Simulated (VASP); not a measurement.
```
CELL_PARAMETERS angstrom
      2.67302     0.00000     0.00000
      0.00000     2.67302     0.00000
      0.00000     0.00000     2.67302
ATOMIC_POSITIONS crystal
  Rh 0.00000 0.00000 0.00000
  N  0.50000 0.50000 0.50000
```

Calculation: PBEsol GGA, VASP's PBE PAW potentials (set 64) (plane waves; VASP). Run with 520 eV cut-off, 15×15×15 Γ-centred mesh, tetrahedra with Blöchl corrections, potentials Rh_pv N.

Task: Estimate the energy per atom (σ→0), band gap (on the k-mesh) with the smallest direct gap where there is one.

Result: 
The band gap (on the k-mesh) comes out as none (metal, semimetal or under 0.01 eV) and the energy per atom (σ→0) is -7.209 eV/atom.

The absolute energy has meaning only against runs of the same code, potentials and settings.

The structure was generated: RhN was put into the CsCl type type (Pm-3m), which need not be its known phase. It was relaxed first, which changed the volume by -10 %.
